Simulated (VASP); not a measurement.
Input:

```xyz
5
Lattice="3.2716 0.0000 0.0000 0.0000 3.2716 0.0000 0.0000 0.0000 3.2716" Properties=species:S:1:pos:R:3 pbc="T T T"
Mg     0.0000     0.0000     0.0000
Ni     1.6358     1.6358     1.6358
H      1.6358     1.6358     0.0000
H      0.0000     1.6358     1.6358
H      1.6358     0.0000     1.6358
```

All values below come from LDA (Ceperley-Alder, Perdew-Zunger), VASP's LDA PAW potentials (set 64) (plane waves; VASP). Run with 400 eV cut-off, Gaussian smearing of 0.050 eV, potentials Mg Ni H.

Question: Predict the band gap (along the path) with the smallest direct gap where there is one.

Answer: 
```json
{
  "band gap (along the path)": "none (metal, semimetal or under 0.01 eV)"
}
```

Only differences to runs with the same potentials and settings are physical.

The structure comes from a computed database's MgNiH3 entry (Pm-3m); how it stands against other phases isn't given here. It was relaxed first. The run is not spin-polarised, so no magnetic state was tried. The electron count is odd and the run is not spin-polarised, which forces a metal.
